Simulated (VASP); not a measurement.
OSZICAR of a VASP run on BN (relaxed from the zinc blende structure, space group F-43m):

**OSZICAR**
```
       N       E                     dE             d eps       ncg     rms          rms(c)
DAV:   1     0.130398372059E+02    0.13040E+02   -0.57191E+03  1384   0.114E+03
DAV:   2    -0.190931239847E+02   -0.32133E+02   -0.30810E+02  1864   0.212E+02
DAV:   3    -0.193393703624E+02   -0.24625E+00   -0.24625E+00  1600   0.212E+01
DAV:   4    -0.193395919380E+02   -0.22158E-03   -0.22158E-03  1832   0.583E-01
DAV:   5    -0.193395920099E+02   -0.71914E-07   -0.71914E-07  1544   0.811E-03    0.672E+00
DAV:   6    -0.184587750462E+02    0.88082E+00   -0.31335E+00  1824   0.139E+01    0.336E+00
DAV:   7    -0.183636279121E+02    0.95147E-01   -0.11169E-01  1784   0.315E+00    0.189E+00
DAV:   8    -0.183421100588E+02    0.21518E-01   -0.43084E-02  1488   0.175E+00    0.194E-01
DAV:   9    -0.183421297722E+02   -0.19713E-04   -0.39743E-04  1360   0.243E-01    0.773E-02
DAV:  10    -0.183421446042E+02   -0.14832E-04   -0.71438E-05  1928   0.935E-02    0.136E-02
DAV:  11    -0.183421460797E+02   -0.14755E-05   -0.25164E-06  1448   0.155E-02    0.490E-03
DAV:  12    -0.183421461264E+02   -0.46719E-07   -0.60472E-07   672   0.692E-03
   1 F= -.16913789E+02 E0= -.16913789E+02  d E =-.169138E+02
       N       E                     dE             d eps       ncg     rms          rms(c)
DAV:   1    -0.183072173220E+02    0.34929E-01   -0.14079E+00  1456   0.126E+01    0.153E+00
DAV:   2    -0.182665739656E+02    0.40643E-01   -0.17147E-01  1640   0.352E+00    0.438E-01
DAV:   3    -0.182643042399E+02    0.22697E-02   -0.63138E-03  1648   0.795E-01    0.166E-01
DAV:   4    -0.182637355523E+02    0.56869E-03   -0.74585E-04  1640   0.259E-01    0.501E-02
DAV:   5    -0.182637257263E+02    0.98260E-05   -0.24220E-05  1760   0.462E-02    0.289E-02
DAV:   6    -0.182637263034E+02   -0.57715E-06   -0.10459E-06   936   0.154E-02
   2 F= -.16907873E+02 E0= -.16907873E+02  d E =0.591538E-02
       N       E                     dE             d eps       ncg     rms          rms(c)
DAV:   1    -0.183324123561E+02   -0.68687E-01   -0.44393E-01  1432   0.696E+00    0.859E-01
DAV:   2    -0.183193285343E+02    0.13084E-01   -0.57368E-02  1632   0.200E+00    0.241E-01
DAV:   3    -0.183186526718E+02    0.67586E-03   -0.18614E-03  1608   0.437E-01    0.920E-02
DAV:   4    -0.183184640544E+02    0.18862E-03   -0.25111E-04  1592   0.147E-01    0.261E-02
DAV:   5    -0.183184600458E+02    0.40086E-05   -0.81439E-06  1712   0.263E-02    0.158E-02
DAV:   6    -0.183184592854E+02    0.76041E-06   -0.35558E-07   704   0.921E-03
   3 F= -.16921937E+02 E0= -.16921937E+02  d E =-.814873E-02
```

Question: Which electronic solver shows in the log?

Answer: It is blocked Davidson (ALGO = Normal, or the opening steps of other solvers). The INCAR had ALGO = Normal.

Question: Can the final energy be trusted as converged?

Answer: The run converged. It stopped with EDIFF = 1E-6, NELM = 100, NSW = 40 and EDIFFG = -0.02 after 3 ionic steps (PBEsol GGA, plane waves, VASP's PBE PAW potentials (set 64)). Energy and stress use the plane-wave basis of the starting cell.

The structure was generated: BN was put into the zinc blende type (F-43m), which need not be its known phase. This run relaxes it under an external pressure of 20 GPa. Symmetry was kept, so distortions that lower it aren't found.
